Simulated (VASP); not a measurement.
# BaAlGeH: Li into a neighbouring H vacancy

Wanted: the minimum-energy path in BaAlGeH for this move: Li into a neighbouring H vacancy. The start is a cell from a database of measured crystal structures.

Program: VASP 6.6.1. Level of theory: PBEsol; plane waves and PAW (Ba_sv, Ge, Al, H), in the first sound run; inputs show where later runs differ. Results are calculated unless marked as measured.

**1. The host crystal**

It takes space group P3m1 (No. 156, trigonal). Conventional cell: a = 4.345 Å, b = 4.345 Å, c = 5.216 Å, α = 90.00°, β = 90.00°, γ = 120.00°. Ba has 3 H at 2.60 Å nearest. Nearest to Ge lie 3 Al at 2.55 Å. Nearest to Al lie 1 H at 1.73 Å and 3 Ge at 2.55 Å. H has 1 Al at 1.73 Å and 3 Ba at 2.60 Å nearest. Farther neighbours are not listed.

**2. Relax the host**

The later steps need the crystal at this functional's own lattice; a raised cutoff keeps the stress reliable while the cell changes.

Contents of INCAR:

```
SYSTEM = BaAlGeH
PREC = Accurate
ENCUT = 350
EDIFF = 1E-06
NELM = 120
ISMEAR = 0
SIGMA = 0.1
LREAL = .FALSE.
ALGO = Normal
GGA = PS
NBANDS = 15
LORBIT = 11
LWAVE = .FALSE.
LCHARG = .FALSE.
KPAR = 3
IBRION = 2
NSW = 40
ISIF = 3
EDIFFG = -0.02
POTIM = 0.4
```

Contents of POSCAR:

```
BaAlGeH
1.0
    4.3448400000      0.0000000000      0.0000000000
   -2.1724200000      3.7627418154      0.0000000000
    0.0000000000      0.0000000000      5.2160600000
Ba Ge Al H
1 1 1 1
Direct
    0.0000000000      0.0000000000      0.0000000000
    0.3333333333      0.6666666667      0.4551000000
    0.6666666667      0.3333333333      0.5395000000
    0.6666666667      0.3333333333      0.8703000000
```

Contents of KPOINTS:

```
Automatic mesh
0
Gamma
5 5 4
0 0 0
```

PAW data sets: Ba_sv, Ge, Al and H (PBE family, release 64).

On the command line:

```sh
> mpirun -np 3 vasp_std
```

The log of the run:

```text
[banner, memory and clock lines left out]
running    3 mpi-ranks, on    1 nodes
 distrk:  each k-point on    1 cores,    3 groups
 distr:  one band on    1 cores,    1 groups

 POSCAR found type information on POSCAR BaGeAlH
 POSCAR found :  4 types and       4 ions
|                                                                             |
|               ----> ADVICE to this user running VASP <----                  |
|                                                                             |
|     You enforced a specific xc type in the INCAR file but a different       |
|     [... a line on the potential file left out ...]
|     I HOPE YOU KNOW WHAT YOU ARE DOING!                                     |
|                                                                             |

 LDA part: xc-table for (Slater+PW92), standard interpolation
 POSCAR, INCAR and KPOINTS ok, starting setup
 FFT: planning ... GRIDC
 FFT: planning ... GRID_SOFT
 FFT: planning ... GRID
 WAVECAR not read
 entering main loop
       N       E                     dE             d eps       ncg     rms          rms(c)
DAV:   1     0.562606540890E+02    0.56261E+02   -0.58983E+03   510   0.744E+02
DAV:   2    -0.136128842983E+02   -0.69874E+02   -0.66667E+02   687   0.143E+02
DAV:   3    -0.170403160814E+02   -0.34274E+01   -0.34196E+01   732   0.333E+01
DAV:   4    -0.170986376465E+02   -0.58322E-01   -0.58318E-01   641   0.436E+00
DAV:   5    -0.171007499674E+02   -0.21123E-02   -0.21123E-02   751   0.627E-01    0.569E+00
DAV:   6    -0.166774971996E+02    0.42325E+00   -0.39865E-01   664   0.326E+00    0.327E+00
DAV:   7    -0.165657665840E+02    0.11173E+00   -0.49474E-01   657   0.354E+00    0.648E-01
DAV:   8    -0.165652997857E+02    0.46680E-03   -0.51110E-02   573   0.125E+00    0.207E-01
DAV:   9    -0.165652056938E+02    0.94092E-04   -0.16791E-03   629   0.259E-01    0.563E-02
DAV:  10    -0.165652437240E+02   -0.38030E-04   -0.14269E-04   643   0.733E-02    0.236E-02
DAV:  11    -0.165652516199E+02   -0.78958E-05   -0.25449E-05   643   0.257E-02    0.799E-03
DAV:  12    -0.165652492824E+02    0.23375E-05   -0.10073E-05   601   0.162E-02    0.200E-03
DAV:  13    -0.165652493184E+02   -0.36078E-07   -0.87065E-07   374   0.506E-03
   1 F= -.16565249E+02 E0= -.16565249E+02  d E =-.165652E+02
 curvature:   0.00 expect dE= 0.000E+00 dE for cont linesearch  0.000E+00
 trial: gam= 0.00000 g(F)=  0.109E-02 g(S)=  0.560E-02 ort = 0.000E+00 (trialstep = 0.100E+01)
 search vector abs. value=  0.668E-02
 bond charge predicted
       N       E                     dE             d eps       ncg     rms          rms(c)
DAV:   1    -0.165785246877E+02   -0.13275E-01   -0.27806E-01   531   0.347E+00    0.455E-01
DAV:   2    -0.165722886812E+02    0.62360E-02   -0.11616E-02   601   0.822E-01    0.218E-01
DAV:   3    -0.165701543254E+02    0.21344E-02   -0.94782E-03   737   0.579E-01    0.602E-02
DAV:   4    -0.165701916054E+02   -0.37280E-04   -0.19442E-04   650   0.989E-02    0.407E-02
DAV:   5    -0.165702432760E+02   -0.51671E-04   -0.39897E-05   664   0.357E-02    0.991E-03
DAV:   6    -0.165702481602E+02   -0.48842E-05   -0.45503E-06   672   0.122E-02    0.386E-03
DAV:   7    -0.165702481792E+02   -0.18988E-07   -0.98932E-07   403   0.593E-03
   2 F= -.16570248E+02 E0= -.16570248E+02  d E =-.499886E-02
[...]
3 F= -.16571773E+02 E0= -.16571773E+02  d E =-.652384E-02
[...]
4 F= -.16574473E+02 E0= -.16574473E+02  d E =-.270002E-02
[...]
5 F= -.16576374E+02 E0= -.16576374E+02  d E =-.460081E-02
[...]
6 F= -.16576381E+02 E0= -.16576381E+02  d E =-.460817E-02
[...]
7 F= -.16576644E+02 E0= -.16576643E+02  d E =-.262171E-03
[...]
8 F= -.16576709E+02 E0= -.16576709E+02  d E =-.327232E-03
 curvature:  -1.91 expect dE=-0.198E-03 dE for cont linesearch -0.218E-07
 trial: gam= 0.48837 g(F)=  0.463E-04 g(S)=  0.573E-04 ort =-0.184E-05 (trialstep = 0.186E+01)
 search vector abs. value=  0.173E-03
 bond charge predicted
       N       E                     dE             d eps       ncg     rms          rms(c)
DAV:   1    -0.165768451721E+02   -0.13682E-03   -0.19588E-02   510   0.873E-01    0.470E-02
DAV:   2    -0.165768425745E+02    0.25975E-05   -0.65806E-04   692   0.163E-01    0.224E-02
DAV:   3    -0.165768279590E+02    0.14616E-04   -0.55621E-05   744   0.435E-02    0.617E-03
DAV:   4    -0.165768275433E+02    0.41572E-06   -0.34066E-06   657   0.109E-02
   9 F= -.16576828E+02 E0= -.16576828E+02  d E =-.118982E-03
 trial-energy change:   -0.000119  1 .order   -0.000121   -0.000191   -0.000051
 step:   2.5348(harm=  2.5348)  dis= 0.00401  next Energy=   -16.576839 (dE=-0.130E-03)
 reached required accuracy - stopping structural energy minimisation
```

Run time: 14 s. Hardware: 3 MPI ranks of AMD EPYC 9R45, shared host; peak memory 0.45 GiB; 39 s of CPU time.

The logs omit lines about the potential files and the build; timing stands in the text.

From OUTCAR (step 2):

```text
ion  position               nearest neighbor table
   1  0.000  0.000  0.000-   4 2.60   4 2.60   4 2.60   2 3.45   2 3.45   2 3.45   3 3.47   3 3.47
                             3 3.47   3 3.77   3 3.77   3 3.77   2 3.79   2 3.79   2 3.79
   2  0.333  0.667  0.455-   3 2.55   3 2.55   3 2.55   1 3.45   1 3.45   1 3.45   1 3.79   1 3.79
                             1 3.79
   3  0.667  0.333  0.539-   4 1.73   2 2.55   2 2.55   2 2.55   1 3.47   1 3.47   1 3.47   1 3.77
                             1 3.77   1 3.77
   4  0.667  0.333  0.870-   3 1.73   1 2.60   1 2.60   1 2.60

  LATTYP: Found a hexagonal cell.
 ALAT       =     4.3448400000
 C/A-ratio  =     1.2005183160

 Subroutine GETGRP returns: Found  6 space group operations
 (whereof  6 operations were pure point group operations)

The static configuration has the point symmetry C_3v.

 Found     17 irreducible k-points:

   k-points           NKPTS =     17   k-points in BZ     NKDIM =     17   number of bands    NBANDS=     15

   dimension x,y,z NGX =    28 NGY =   28 NGZ =   32
   dimension x,y,z NGXF=    56 NGYF=   56 NGZF=   64

   ENCUT  =  350.0 eV  25.72 Ry    5.07 a.u.   6.63  6.63  7.96*2*pi/ulx,y,z

   NELECT =      18.0000    total number of electrons

 k-points in reciprocal lattice and weights: Automatic mesh
   0.00000000  0.00000000  0.00000000       0.010
   0.20000000  0.00000000  0.00000000       0.060
   0.40000000  0.00000000  0.00000000       0.060
   0.20000000  0.20000000  0.00000000       0.060
   0.40000000  0.20000000  0.00000000       0.060
   0.00000000  0.00000000  0.25000000       0.020
   0.20000000  0.00000000  0.25000000       0.060
   0.00000000  0.20000000  0.25000000       0.060
   0.40000000  0.00000000  0.25000000       0.060
[...]
0.20000000  0.20000000  0.50000000       0.060
   0.40000000  0.20000000  0.50000000       0.060

 average (electrostatic) potential at core
       1 -35.7462       2 -31.7801       3 -76.4915       4 -32.2302

 E-fermi :   3.7488

 k-point     1 :       0.0000    0.0000    0.0000
  band No.  band energies     occupation
    ...
      5      -5.9786      2.00000
      6      -0.8408      2.00000
      7       2.6452      2.00000
      8       2.7825      2.00000
      9       2.7825      2.00000
     10       4.3980      0.00000
     11       6.6526      0.00000
     12       6.6526      0.00000
     13       7.7185      0.00000
     14       7.7185      0.00000
    ...

 k-point     2 :       0.2000    0.0000    0.0000
  band No.  band energies     occupation
    ...
      5      -5.4963      2.00000
      6      -1.1806      2.00000
      7       1.4634      2.00000
      8       2.5700      2.00000
      9       2.7070      2.00000
     10       5.0200      0.00000
     11       6.3299      0.00000
     12       6.7453      0.00000
     13       6.8824      0.00000
     14       7.2813      0.00000
    ...

 k-point     3 :       0.4000    0.0000    0.0000
  band No.  band energies     occupation
    ...
      5      -4.5036      2.00000
      6      -2.2144      2.00000
      7       0.4774      2.00000
      8       2.2435      2.00000
      9       2.7811      2.00000
     10       4.2871      0.00000
     11       5.8878      0.00000
     12       6.4945      0.00000
     13       6.6871      0.00000
     14       8.5862      0.00000
    ...

  Total       -0.0083794     -0.0083794      0.0307454      0.0000000     -0.0000000      0.0000000
  in kB       -0.1613138     -0.1613138      0.5918838      0.0000000     -0.0000000      0.0000000
  external PRESSURE =       0.0897520 kB  Pullay stress =       0.0000000 kB

  energy-cutoff  :      350.00
  volume of cell :       83.23
      direct lattice vectors                 reciprocal lattice vectors
     4.349503822 -0.000000000  0.000000000     0.229911282  0.132739341  0.000000000
    -2.174751911  3.766780803  0.000000000     0.000000000  0.265478681  0.000000000
     0.000000000 -0.000000000  5.079770044    -0.000000000 -0.000000000  0.196859305

 POSITION                                       TOTAL-FORCE (eV/Angst)
 -----------------------------------------------------------------------------------
      0.00000     -0.00000      5.06880        -0.000000      0.000000     -0.007206
     -0.00000      2.51119      2.30882        -0.000000      0.000000     -0.000328
      2.17475      1.25559      2.71789        -0.000000      0.000000     -0.000336
      2.17475      1.25559      4.45752         0.000000     -0.000000      0.007871
 -----------------------------------------------------------------------------------
    total drift:                                0.000000     -0.000000      0.000054

  FREE ENERGIE OF THE ION-ELECTRON SYSTEM (eV)
  ---------------------------------------------------
  free  energy   TOTEN  =       -16.5768275433 eV

  energy  without entropy=      -16.5768275332  energy(sigma->0) =      -16.57682754

 reached required accuracy - stopping structural energy minimisation

 total charge
# of ion       s       p       d       tot
------------------------------------------
    1        2.008   5.580   0.383   7.971
    2        1.119   1.321   0.020   2.460
    3        0.408   0.376   0.000   0.784
    4        0.544   0.007   0.000   0.551
--------------------------------------------------
tot          4.079   7.284   0.403  11.767

[... 3 further parts left out ...]
```

The gap is read on the k-mesh alone, so it is an upper bound where the band edges lie off the mesh. Harder data sets than Ba_sv exist (the GW ones), and pressures, volumes and forces can shift noticeably with them. The PAW data sets were made with PBE, which is usual practice but a small mismatch for other functionals. The data set Ge keeps the semicore shell frozen, which is cheaper and a little less accurate. The run keeps the 6 symmetry operations of its start, so it cannot find a distortion of lower symmetry.

The steps of the relaxation:

```
step  energy less that of the first step (eV)  largest force (eV/Å)  pressure (GPa)  volume (Å³)
   1                                   0.0000                0.1240           -0.76        85.27
   2                                  -0.0050                0.1236           -0.21        84.28
   3                                  -0.0065                0.1238            0.29        83.44
   4                                  -0.0092                0.0814            0.15        83.44
   5                                  -0.0111                0.0521           -0.07        83.43
   6                                  -0.0111                0.0533           -0.08        83.43
   7                                  -0.0114                0.0369            0.00        83.27
   8                                  -0.0115                0.0251            0.07        83.14
   9                                  -0.0116                0.0079            0.01        83.23
```

```csv
"conventional cell, symmetrised",before,after,change
a (Å),4.345,4.350,+0.1 %
b (Å),4.345,4.350,+0.1 %
c (Å),5.216,5.080,-2.6 %
volume (Å³/atom),21.32,20.81,-2.4 %
```

The atoms that moved most (Å, as changes of fractional coordinates times the final cell):

| atom | dx | dy | dz | length |
| --- | --- | --- | --- | --- |
| H4 | 0.000 | 0.000 | 0.037 | 0.037 |
| Al3 | 0.000 | 0.000 | -0.023 | 0.023 |
| Ba1 | 0.000 | 0.000 | -0.011 | 0.011 |

Final coordinates:

```
Ba Ge Al H
1.0
     4.34950    0.00000    0.00000
    -2.17475    3.76678    0.00000
     0.00000    0.00000    5.07977
Ba Ge Al H
1 1 1 1
Direct
  0.00000 0.00000 0.99784
  0.33333 0.66667 0.45451
  0.66667 0.33333 0.53504
  0.66667 0.33333 0.87750
```

A gap read on the k-mesh alone can miss the band edges.

This step gave:

```
electronic cycles                               : 57
electrons                                       : 18
free energy (TOTEN)                             : -16.58 eV
Fermi energy                                    : 3.749 eV
labelled metallic, from the levels on this mesh : no
gap on the k-mesh                               : 0.7074 eV
least direct gap on the k-mesh                  : 1.228 eV
```

The run ended after 9 ionic steps, 0.012 eV below its first step, once forces and stress met EDIFFG = -0.02.

(Continued in part 2 of 4.)

[Lines on the potential files, build, host, timing and source positions are cut from VASP's logs without a mark.]

[Logs are printed without paths, hosts, clocks, repeated set-up lines and the standing remarks that a program may print on its own settings, such as how far it seeks lower states.]

[Hosts, paths, dates, database ids (printed as entryN), source tags and the programs' standing remarks are cut or masked in the printed files.]

[Runs that stopped without an error message from VASP are left out.]
